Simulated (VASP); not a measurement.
Mg2C:

```
Mg C
1.0
     4.48216    0.00000    0.00000
    -2.24108    3.88167    0.00000
     0.00000    0.00000    3.13451
Mg C
2 1
Direct
  0.33333 0.66667 0.94830
  0.66667 0.33333 0.05170
  0.00000 0.00000 0.50000
```

The cell was built by a generator and needn't be a form met in nature.

- Program: VASP 6.6.1
- Task: relaxation of cell and atoms
- Functional: PBE
- Potentials or basis: VASP PAW PBE potentials, release 64 (Mg, C)
- Cutoff: 600 eV
- k mesh: 7 × 7 × 9
- Occupations: gaussian, width 0.05 eV
- Spin: no spin polarisation

At the start: pressure -5.8 GPa; volume 18.18 Å³/atom.

Task: How do energy, volume and symmetry change on relaxing?

Result: Over 27 steps the energy falls by 1121.5 meV/atom and the volume is 16.82 Å³/atom (-7.5 %); space group P-3m1 (No. 164, to 0.05 Å).

Step by step:
| step | energy change (eV) | largest force (eV/Å) | pressure (GPa) | volume (Å³) |
| --- | --- | --- | --- | --- |
| 1 | 0.0000 | 0.7832 | -5.77 | 54.53 |
| 2 | -0.2456 | 0.9501 | -2.88 | 49.51 |
| 3 | -0.3419 | 1.0474 | 1.05 | 45.45 |
| 4 | -0.3458 | 1.0623 | 2.81 | 44.07 |
| 5 | -0.5293 | 1.2567 | 3.47 | 43.38 |
| 6 | -0.9834 | 0.7792 | 6.57 | 41.36 |
| 7 | -0.0080 | 0.9401 | 22.64 | 37.47 |
| 8 | -0.9895 | 0.3699 | 8.76 | 40.53 |
| 9 | -1.0386 | 0.2571 | 8.63 | 40.58 |
| 10 | -1.1505 | 0.1079 | 8.47 | 40.71 |
| 11 | -1.2079 | 0.8188 | 8.64 | 40.96 |
| 12 | -1.3339 | 0.8051 | 6.93 | 41.55 |
| 13 | -1.6522 | 0.7682 | 2.32 | 43.28 |
| 14 | -2.0816 | 0.6066 | -3.57 | 46.69 |
| 15 | -2.4863 | 0.1658 | -9.82 | 53.25 |
| 16 | -2.8729 | 0.3878 | -8.20 | 51.34 |
| 17 | -3.2391 | 0.5581 | 4.82 | 44.66 |
| 18 | -3.2736 | 0.5633 | 0.84 | 46.25 |
| 19 | -3.2738 | 0.5695 | 1.40 | 46.01 |
| 20 | -3.2972 | 0.4405 | 1.47 | 46.39 |
| 21 | -3.3374 | 0.1596 | 1.98 | 47.36 |
| 22 | -3.3315 | 0.3910 | 3.74 | 49.23 |
| 23 | -3.3480 | 0.1132 | 2.82 | 48.32 |
| 24 | -3.3630 | 0.0850 | -0.55 | 50.91 |
| 25 | -3.3637 | 0.0514 | -0.01 | 50.46 |
| 26 | -3.3643 | 0.0301 | 0.00 | 50.46 |
| 27 | -3.3645 | 0.0075 | 0.00 | 50.47 |

Final structure:
```xyz
3
Lattice="3.5425 0.0000 0.0000 -1.7713 3.0679 0.0000 0.0000 0.0000 4.6436" Properties=species:S:1:pos:R:3 pbc="T T T"
Mg    0.0000    2.0453    3.2322
Mg    1.7713    1.0226    1.4114
C     0.0000    0.0000    2.3218
```
